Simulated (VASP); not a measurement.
Input for VASP

KPOINTS:
```
Automatic
0
Gamma
  6 6 6
```

### POSCAR
```
CsI
1
    4.5164468142     0.0000000000     0.0000000000
    0.0000000000     4.5164468142     0.0000000000
    0.0000000000     0.0000000000     4.5164468142
Cs I
1 1
Direct
  0.0000000000   0.0000000000   0.0000000000
  0.5000000000   0.5000000000   0.5000000000
```

INCAR:
```
SYSTEM = CsI
PREC = Accurate
ENCUT = 500
EDIFF = 1E-6
NELM = 100
ALGO = Normal
LREAL = .FALSE.
LASPH = .TRUE.
ISMEAR = 0
SIGMA = 0.05
GGA = PS
LMAXMIX = 4
LWAVE = .FALSE.
LCHARG = .FALSE.
IBRION = 2
ISIF = 3
NSW = 40
EDIFFG = -0.02
```

POTCAR, in this order: Cs_sv I (PBE.64 set). Program: vasp_std.

Task: Translate this PBEsol calculation to Quantum ESPRESSO's pw.x.

Result: One equivalent input (not run):
```
&CONTROL
  calculation = 'vc-relax'
  pseudo_dir = './pseudo'
  outdir = './out'
  tprnfor = .true.
  tstress = .true.
  nstep = 40
  forc_conv_thr = 0.00078
/
&SYSTEM
  ibrav = 0
  nat = 2
  ntyp = 2
  ecutwfc = 70
  occupations = 'smearing'
  smearing = 'gaussian'
  degauss = 0.003675
  input_dft = 'pbesol'
/
&ELECTRONS
  conv_thr = 7.3e-08
  electron_maxstep = 100
/
&IONS
/
&CELL
/
ATOMIC_SPECIES
  Cs 132.905 Cs.upf
  I 126.904 I.upf
CELL_PARAMETERS angstrom
     4.5164468    0.0000000    0.0000000
     0.0000000    4.5164468    0.0000000
     0.0000000    0.0000000    4.5164468
ATOMIC_POSITIONS crystal
  Cs   0.0000000  0.0000000  0.0000000
  I    0.5000000  0.5000000  0.5000000
K_POINTS automatic
  6 6 6 0 0 0
```
The two are equivalent in intent, not identical: the potentials are each code's own (VASP's PAW set, PseudoDojo norm-conserving files in pw.x), so ENCUT and ecutwfc are chosen apart and not converted; conv_thr bounds pw.x's estimated SCF error, while EDIFF bounds the energy change between steps; forc_conv_thr acts on force components and is met together with etot_conv_thr.

The compound is CsI in the CsCl type structure. It was relaxed first.
